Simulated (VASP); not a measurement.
Consider the following.

```
TiB2
1.0
    1.46824    -2.54307     0.00000
    1.46824     2.54307     0.00000
    0.00000     0.00000     3.06055
Ti B
1 2
Direct
  0.00000   0.00000   0.00000
  0.33333   0.66667   0.50000
  0.66667   0.33333   0.50000
```

All values below come from PBEsol GGA, VASP's PBE PAW potentials (set 64) (plane waves; VASP). Numerical set-up: 620 eV cut-off, 12×12×10 Γ-centred mesh, first-order Methfessel-Paxton smearing of 0.10 eV, potentials Ti_sv B.

Task: Predict the energy per atom (σ→0), pressure, band gap (on the k-mesh) with the smallest direct gap where there is one.

Result: 
```json
{
  "band gap (on the k-mesh)": "none (metal, semimetal or under 0.01 eV)",
  "energy per atom (σ→0)": "-8.531 eV/atom",
  "pressure": "30.12 GPa"
}
```

Total energies compare only between runs with the same potentials, cut-off and functional.

The compound is TiB2 in the AlB2 type structure. It was relaxed first under an external pressure of 30 GPa.
